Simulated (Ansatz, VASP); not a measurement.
# Cd2C in VASP and in Ansatz

```xyz
3
Lattice="0.0000 2.9436 2.9436 2.9436 0.0000 2.9436 2.9436 2.9436 0.0000" Properties=species:S:1:pos:R:3 pbc="T T T"
C     0.0000    0.0000    0.0000
Cd    1.4718    1.4718    1.4718
Cd    4.4155    4.4155    4.4155
```

Alike in both runs: functional PBE; k mesh 10 × 10 × 10; occupations fermi-dirac, width 0.03 eV; no spin polarisation.

Ansatz relaxed the structure, and its values are those at the end. VASP's run is a single point on that final structure, the one shown.

|  | VASP | Ansatz |
| --- | --- | --- |
| version | VASP 6.6.1 | Ansatz 0.2.0 |
| potentials or method | VASP PAW PBE potentials, release 64 (C, Cd) | PAW with Ansatz's default frozen-core files, scalar-relativistic |
| plane-wave cutoff (eV) | 520 | 420 |
| valence electrons in the cell | 28 | 44 |

```csv
,VASP,Ansatz,Ansatz less VASP
pressure (GPa),0.7,0.0,-0.68
```

The two sets of potentials don't hold the same shells in valence.
